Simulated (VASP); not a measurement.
These are PBE GGA, VASP's PBE PAW potentials (set 64) (plane waves; VASP) values and carry that method's errors.

A VASP calculation is set up with these files.

File POSCAR:
```
Fe
1
   -1.4155321406     1.4155321406     1.4155321406
    1.4155321406    -1.4155321406     1.4155321406
    1.4155321406     1.4155321406    -1.4155321406
Fe
1
Direct
  0.0000000000   0.0000000000   0.0000000000
```

INCAR:
```
SYSTEM = Fe
PREC = Accurate
ENCUT = 530
EDIFF = 1E-7
NELM = 100
ALGO = Normal
LREAL = .FALSE.
LASPH = .TRUE.
ISMEAR = 1
SIGMA = 0.1
GGA = PE
LMAXMIX = 4
ISPIN = 2
MAGMOM = 2.2
LORBIT = 10
LWAVE = .FALSE.
LCHARG = .FALSE.
IBRION = 6
ISIF = 3
NFREE = 2
POTIM = 0.015
NSW = 1
```

### KPOINTS
```
Regular mesh
0
Gamma
  16 16 16
```

POTCAR, in this order: Fe (PBE.64 set). Program: vasp_std.

What VASP printed:

File OSZICAR:
```
...
DAV:   8    -0.823946955659E+01   -0.28540E-06   -0.16327E-07 28644   0.594E-03    0.191E-03
DAV:   9    -0.823946967155E+01   -0.11496E-06   -0.29021E-08 20020   0.230E-03    0.685E-04
DAV:  10    -0.823946968678E+01   -0.15235E-07   -0.49343E-09 19898   0.980E-04
   8 F= -.82394697E+01 E0= -.82394722E+01  d E =0.748822E-05  mag=     2.2157
       N       E                     dE             d eps       ncg     rms          rms(c)
DAV:   1    -0.825544186017E+01   -0.15972E-01   -0.44589E-01 43538   0.606E+00    0.894E-01
DAV:   2    -0.824273615934E+01    0.12706E-01   -0.18063E-02 46973   0.138E+00    0.415E-01
DAV:   3    -0.823940574940E+01    0.33304E-02   -0.59761E-03 48295   0.832E-01    0.189E-01
DAV:   4    -0.823953354743E+01   -0.12780E-03   -0.38173E-04 42180   0.209E-01    0.633E-02
DAV:   5    -0.823947401061E+01    0.59537E-04   -0.54617E-05 49047   0.121E-01    0.318E-02
DAV:   6    -0.823946932411E+01    0.46865E-05   -0.15898E-05 43942   0.522E-02    0.819E-03
DAV:   7    -0.823946969471E+01   -0.37060E-06   -0.94609E-07 41122   0.153E-02    0.412E-03
DAV:   8    -0.823946976895E+01   -0.74242E-07   -0.20762E-07 37301   0.688E-03
   9 F= -.82394698E+01 E0= -.82394723E+01  d E =0.767625E-05  mag=     2.2157
       N       E                     dE             d eps       ncg     rms          rms(c)
DAV:   1    -0.823871556052E+01    0.75413E-03   -0.41873E-01 43594   0.597E+00    0.583E-01
DAV:   2    -0.822869919111E+01    0.10016E-01   -0.10308E-02 46103   0.103E+00    0.302E-01
DAV:   3    -0.824261763296E+01   -0.13918E-01   -0.51157E-03 43972   0.866E-01    0.207E-01
DAV:   4    -0.823660839353E+01    0.60092E-02   -0.20624E-03 49348   0.507E-01    0.761E-02
DAV:   5    -0.823872910453E+01   -0.21207E-02   -0.15036E-04 48032   0.181E-01    0.310E-02
DAV:   6    -0.823959061174E+01   -0.86151E-03   -0.22410E-05 48931   0.516E-02    0.149E-02
DAV:   7    -0.823930841506E+01    0.28220E-03   -0.41714E-06 51506   0.258E-02    0.686E-03
DAV:   8    -0.823947846695E+01   -0.17005E-03   -0.89462E-07 37997   0.112E-02    0.955E-04
DAV:   9    -0.823946669392E+01    0.11773E-04   -0.37118E-08 19946   0.242E-03    0.463E-04
DAV:  10    -0.823947077816E+01   -0.40842E-05   -0.82851E-09 19871   0.123E-03    0.181E-04
DAV:  11    -0.823946974367E+01    0.10345E-05   -0.12479E-09 19845   0.536E-04    0.433E-05
DAV:  12    -0.823946965432E+01    0.89353E-07   -0.13628E-10 19832   0.173E-04
  10 F= -.82394697E+01 E0= -.82394722E+01  d E =0.750035E-05  mag=     2.2157
       N       E                     dE             d eps       ncg     rms          rms(c)
DAV:   1    -0.825543402967E+01   -0.15964E-01   -0.46810E-01 43641   0.623E+00    0.894E-01
DAV:   2    -0.824273253358E+01    0.12701E-01   -0.18142E-02 47294   0.139E+00    0.416E-01
DAV:   3    -0.823941078310E+01    0.33218E-02   -0.59654E-03 48373   0.831E-01    0.192E-01
DAV:   4    -0.823953224166E+01   -0.12146E-03   -0.37637E-04 42166   0.207E-01    0.633E-02
DAV:   5    -0.823947347900E+01    0.58763E-04   -0.54220E-05 48643   0.121E-01    0.316E-02
DAV:   6    -0.823946917246E+01    0.43065E-05   -0.15942E-05 43832   0.522E-02    0.822E-03
DAV:   7    -0.823946950767E+01   -0.33521E-06   -0.83932E-07 41028   0.143E-02    0.414E-03
DAV:   8    -0.823946968492E+01   -0.17725E-06   -0.18369E-07 34458   0.644E-03    0.645E-04
DAV:   9    -0.823946969655E+01   -0.11633E-07   -0.13154E-08 19893   0.165E-03
  11 F= -.82394697E+01 E0= -.82394722E+01  d E =0.751035E-05  mag=     2.2157
       N       E                     dE             d eps       ncg     rms          rms(c)
DAV:   1    -0.825658409864E+01   -0.17114E-01   -0.38318E-01 43899   0.568E+00    0.565E-01
DAV:   2    -0.825497812896E+01    0.16060E-02   -0.84391E-03 45962   0.993E-01    0.302E-01
DAV:   3    -0.823476575703E+01    0.20212E-01   -0.60317E-03 43653   0.913E-01    0.185E-01
DAV:   4    -0.824241085076E+01   -0.76451E-02   -0.23550E-03 48127   0.546E-01    0.622E-02
DAV:   5    -0.823979213503E+01    0.26187E-02   -0.17175E-04 49990   0.185E-01    0.325E-02
DAV:   6    -0.823944959032E+01    0.34254E-03   -0.10827E-05 45571   0.369E-02    0.182E-02
DAV:   7    -0.823959834344E+01   -0.14875E-03   -0.29515E-06 48982   0.212E-02    0.829E-03
DAV:   8    -0.823945663200E+01    0.14171E-03   -0.86398E-07 37729   0.112E-02    0.154E-03
DAV:   9    -0.823947190969E+01   -0.15278E-04   -0.77380E-08 19981   0.377E-03    0.551E-04
DAV:  10    -0.823946908251E+01    0.28272E-05   -0.16058E-08 19866   0.140E-03    0.151E-04
DAV:  11    -0.823946967412E+01   -0.59161E-06   -0.12920E-09 19836   0.572E-04    0.550E-05
DAV:  12    -0.823946973359E+01   -0.59467E-07   -0.18297E-10 19828   0.178E-04
  12 F= -.82394697E+01 E0= -.82394722E+01  d E =0.747935E-05  mag=     2.2157
       N       E                     dE             d eps       ncg     rms          rms(c)
DAV:   1    -0.825543100749E+01   -0.15961E-01   -0.47707E-01 43557   0.630E+00    0.894E-01
DAV:   2    -0.824273272103E+01    0.12698E-01   -0.18152E-02 47138   0.139E+00    0.415E-01
DAV:   3    -0.823940883724E+01    0.33239E-02   -0.59680E-03 48298   0.831E-01    0.191E-01
DAV:   4    -0.823953228003E+01   -0.12344E-03   -0.37873E-04 42302   0.207E-01    0.632E-02
DAV:   5    -0.823947322720E+01    0.59053E-04   -0.54484E-05 48775   0.121E-01    0.316E-02
DAV:   6    -0.823946907122E+01    0.41560E-05   -0.15864E-05 43814   0.520E-02    0.822E-03
DAV:   7    -0.823946938404E+01   -0.31282E-06   -0.86161E-07 41033   0.145E-02    0.414E-03
DAV:   8    -0.823946957974E+01   -0.19570E-06   -0.18899E-07 35147   0.655E-03    0.644E-04
DAV:   9    -0.823946958848E+01   -0.87440E-08   -0.12866E-08 19950   0.161E-03
  13 F= -.82394696E+01 E0= -.82394721E+01  d E =0.750896E-05  mag=     2.2157
       N       E                     dE             d eps       ncg     rms          rms(c)
DAV:   1    -0.824975246397E+01   -0.10283E-01   -0.10260E+00  5625   0.832E+00    0.677E-01
DAV:   2    -0.825541274995E+01   -0.56603E-02   -0.14944E-02  6193   0.135E+00    0.365E-01
DAV:   3    -0.824464519033E+01    0.10768E-01   -0.23195E-03  7232   0.542E-01    0.213E-01
DAV:   4    -0.824096903560E+01    0.36762E-02   -0.19379E-03  6459   0.442E-01    0.518E-02
DAV:   5    -0.824022410927E+01    0.74493E-03   -0.11173E-04  5384   0.101E-01    0.271E-02
DAV:   6    -0.824034342800E+01   -0.11932E-03   -0.15497E-05  5761   0.419E-02    0.194E-02
DAV:   7    -0.824025896076E+01    0.84467E-04   -0.50957E-06  5496   0.255E-02    0.601E-03
DAV:   8    -0.824027560215E+01   -0.16641E-04   -0.15238E-06  5335   0.108E-02    0.703E-04
DAV:   9    -0.824027791168E+01   -0.23095E-05   -0.12711E-08  2823   0.100E-03    0.150E-04
DAV:  10    -0.824027514959E+01    0.27621E-05   -0.20748E-09  2636   0.734E-04    0.107E-04
DAV:  11    -0.824027477838E+01    0.37120E-06   -0.22841E-10  2627   0.199E-04    0.669E-05
DAV:  12    -0.824027564768E+01   -0.86930E-06   -0.94550E-11  2618   0.131E-04    0.911E-06
DAV:  13    -0.824027561717E+01    0.30508E-07   -0.73567E-12  2616   0.396E-05
  14 F= -.82402756E+01 E0= -.82403245E+01  d E =0.146587E-03  mag=     2.2120
       N       E                     dE             d eps       ncg     rms          rms(c)
DAV:   1    -0.822411864807E+01    0.16157E-01   -0.32823E+00  5483   0.143E+01    0.115E+00
DAV:   2    -0.823755880508E+01   -0.13440E-01   -0.32210E-02  5240   0.195E+00    0.595E-01
DAV:   3    -0.824058657749E+01   -0.30278E-02   -0.17982E-03  5475   0.402E-01    0.100E-01
DAV:   4    -0.824021319383E+01    0.37338E-03   -0.89015E-04  5430   0.255E-01    0.624E-02
DAV:   5    -0.824027516415E+01   -0.61970E-04   -0.18557E-04  5299   0.114E-01    0.663E-03
DAV:   6    -0.824027670493E+01   -0.15408E-05   -0.26841E-06  5702   0.185E-02    0.300E-03
DAV:   7    -0.824027592370E+01    0.78123E-06   -0.42537E-07  5335   0.616E-03    0.121E-03
DAV:   8    -0.824027570002E+01    0.22368E-06   -0.24859E-08  2776   0.164E-03    0.419E-04
DAV:   9    -0.824027561145E+01    0.88571E-07   -0.13851E-08  2622   0.126E-03
  15 F= -.82402756E+01 E0= -.82403245E+01  d E =0.146597E-03  mag=     2.2120
```

File OUTCAR:
```
------------------------ aborting loop because EDIFF is reached ----------------------------------------
  FORCE on cell =-STRESS in cart. coord.  units (eV):
  Direction    XX          YY          ZZ          XY          YZ          ZX
  --------------------------------------------------------------------------------------
  Total        0.0342639      0.0342639      0.0342639      0.0000000      0.0000000     -0.0000000
  in kB        4.8386915      4.8386915      4.8386915      0.0000000      0.0000000     -0.0000000
  external PRESSURE =       4.8386915 kB  Pullay stress =       0.0000000 kB
  volume of cell :       11.35
      direct lattice vectors                 reciprocal lattice vectors
    -1.415532141  1.415532141  1.415532141     0.000000000  0.353224053  0.353224053
     1.415532141 -1.415532141  1.415532141     0.353224053  0.000000000  0.353224053
     1.415532141  1.415532141 -1.415532141     0.353224053  0.353224053  0.000000000
 POSITION                                       TOTAL-FORCE (eV/Angst)
 -----------------------------------------------------------------------------------
     -0.01500      0.00000      0.00000        -0.000000     -0.000000     -0.000000
 -----------------------------------------------------------------------------------
    total drift:                               -0.000019     -0.000000     -0.000000
  FREE ENERGIE OF THE ION-ELECTRON SYSTEM (eV)
  ---------------------------------------------------
  free  energy   TOTEN  =        -8.2402756115 eV

  energy  without entropy=       -8.2404222084  energy(sigma->0) =       -8.24032448

   1 f/i=    0.000000 THz     0.000000 2PiTHz    0.000000 cm-1     0.000000 meV
             X         Y         Z           dx          dy          dz
      0.000000  0.000000  0.000000     0.652039   -0.758185    0.000000

   2 f/i=    0.000000 THz     0.000000 2PiTHz    0.000000 cm-1     0.000000 meV
             X         Y         Z           dx          dy          dz
      0.000000  0.000000  0.000000    -0.758185   -0.652039    0.000000

   3 f/i=    0.000000 THz     0.000000 2PiTHz    0.000000 cm-1     0.000000 meV
             X         Y         Z           dx          dy          dz
      0.000000  0.000000  0.000000     0.000000    0.000000    1.000000

 ELASTIC MODULI CONTR FROM IONIC RELAXATION (kBar)
 Direction    XX          YY          ZZ          XY          YZ          ZX
 --------------------------------------------------------------------------------
 XX           0.0000      0.0000      0.0000      0.0000      0.0000      0.0000
 YY           0.0000      0.0000      0.0000      0.0000      0.0000      0.0000
 ZZ           0.0000      0.0000      0.0000      0.0000      0.0000      0.0000
 XY           0.0000      0.0000      0.0000      0.0000      0.0000      0.0000
 YZ           0.0000      0.0000      0.0000      0.0000      0.0000      0.0000
 ZX           0.0000      0.0000      0.0000      0.0000      0.0000      0.0000
 --------------------------------------------------------------------------------

 TOTAL ELASTIC MODULI (kBar)
 Direction    XX          YY          ZZ          XY          YZ          ZX
 --------------------------------------------------------------------------------
 XX        2588.8286   1199.4174   1199.4174      0.0000     -0.0000     -0.0000
 YY        1199.4174   2588.8286   1199.4174      0.0000      0.0000      0.0000
 ZZ        1199.4174   1199.4174   2588.8286     -0.0000      0.0000     -0.0000
 XY           0.0000      0.0000     -0.0000   1012.4448      0.0000     -0.0000
 YZ          -0.0000      0.0000      0.0000      0.0000   1012.4448      0.0000
 ZX          -0.0000      0.0000     -0.0000     -0.0000      0.0000   1012.4448
 --------------------------------------------------------------------------------
```
(Selected blocks of OUTCAR.)

Finite-difference elastic constants of metals are sensitive to mesh and smearing; shear constants can be off by tens of GPa.

The compound is Fe in the bcc structure. It was relaxed first.
